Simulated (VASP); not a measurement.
Here is the system:

```yaml
crystal:
  lattice:
    - [0.00000, 2.24443, 2.24443]
    - [2.24443, 0.00000, 2.24443]
    - [2.24443, 2.24443, 0.00000]
  atoms:
    - { symbol: Mg, position: [0.00000, 0.00000, 0.00000] }
```

Method: r2SCAN meta-GGA, VASP's PBE PAW potentials (set 64) (plane waves; VASP). Run with 400 eV cut-off, 16×16×16 Γ-centred mesh, tetrahedra with Blöchl corrections, potentials Mg.

Question: Give the energies of bands 1 to 4 at the high-symmetry points, in eV from the Fermi level.

Answer: 
```json
[
 {"band": "1", "Γ": "-7.42", "X": "-0.26", "U": "0.64", "L": "-1.93", "W": "1.54"},
 {"band": "2", "Γ": "13.31", "X": "0.93", "U": "0.90", "L": "-1.22", "W": "1.54"},
 {"band": "3", "Γ": "13.31", "X": "6.50", "U": "2.33", "L": "12.13", "W": "2.02"},
 {"band": "4", "Γ": "13.31", "X": "7.58", "U": "8.41", "L": "12.13", "W": "4.22"}
]
```

It has no gap at this level: it comes out as a metal or semimetal.

The structure was generated: Mg was put into the fcc type (Fm-3m), which need not be its known phase. It was relaxed first.
